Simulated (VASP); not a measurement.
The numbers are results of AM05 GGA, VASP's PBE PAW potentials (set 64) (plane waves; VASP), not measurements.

A VASP calculation is set up with these files.

KPOINTS:
```
Automatic mesh
0
Gamma
7 7 2
0 0 0
```

INCAR:
```
! general
SYSTEM  = MoTe2
PREC    = Accurate
ENCUT   = 520
LREAL   = .FALSE.   ! projection in real space or not
LASPH   = .TRUE.   ! aspherical one-centre terms

! electronic loop
EDIFF   = 1E-6
NELM    = 100
ALGO    = Normal   ! blocked Davidson
LMAXMIX = 4

! smearing
ISMEAR  = 0   ! Gaussian
SIGMA   = 0.05   ! width (eV)

! functional
GGA     = AM   ! AM05

! ions
IBRION  = 2   ! conjugate gradients
NSW     = 60   ! most ionic steps
ISIF    = 3   ! ions, shape and volume
EDIFFG  = -0.02   ! ionic stop

! output
LWAVE   = .FALSE.
LCHARG  = .FALSE.
```

POSCAR:
```
MoTe2
1.0
  1.7431726304  -3.0192631529   0.0000000000
  1.7431726304   3.0192631529   0.0000000000
  0.0000000000   0.0000000000  14.6304069517
Te Mo
4 2
Cartesian
  1.7431726304   1.0064230638  12.7779147970
  1.7431726304  -1.0064230638   5.4627113212
  1.7431726304  -1.0064230638   1.8524921547
  1.7431726304   1.0064230638   9.1676956305
  1.7431726304   1.0064230638   3.6576017379
  1.7431726304  -1.0064230638  10.9728052138
```

POTCAR, in this order: Te Mo_sv (PBE.64 set). Program: vasp_std.

Without a dispersion term in the relaxation, distances and binding between the weakly bound layers, chains or molecules are unreliable, and so is what depends on them.

What does the run give for the energy per atom (σ→0)?

| Quantity | Value |
|---|---|
| energy per atom (σ→0) | -6.289 eV/atom |

**OSZICAR**
```
...
DAV:   9    -0.377423931558E+02    0.73186E-03   -0.26375E-01  1332   0.226E+00    0.141E+00
DAV:  10    -0.377361693725E+02    0.62238E-02   -0.48641E-02  1253   0.111E+00    0.372E-01
DAV:  11    -0.377365401181E+02   -0.37075E-03   -0.24631E-03  1219   0.252E-01    0.323E-01
DAV:  12    -0.377364718468E+02    0.68271E-04   -0.40952E-04  1156   0.922E-02    0.181E-01
DAV:  13    -0.377364522905E+02    0.19556E-04   -0.13038E-04  1220   0.602E-02    0.983E-02
DAV:  14    -0.377364526244E+02   -0.33386E-06   -0.26550E-05  1183   0.204E-02    0.612E-02
DAV:  15    -0.377364528852E+02   -0.26075E-06   -0.42558E-06  1045   0.949E-03
   1 F= -.37736453E+02 E0= -.37736453E+02  d E =-.377365E+02
```

The compound is MoTe2 in the 2H layered structure. It was relaxed first. The start is the result of an earlier pass.
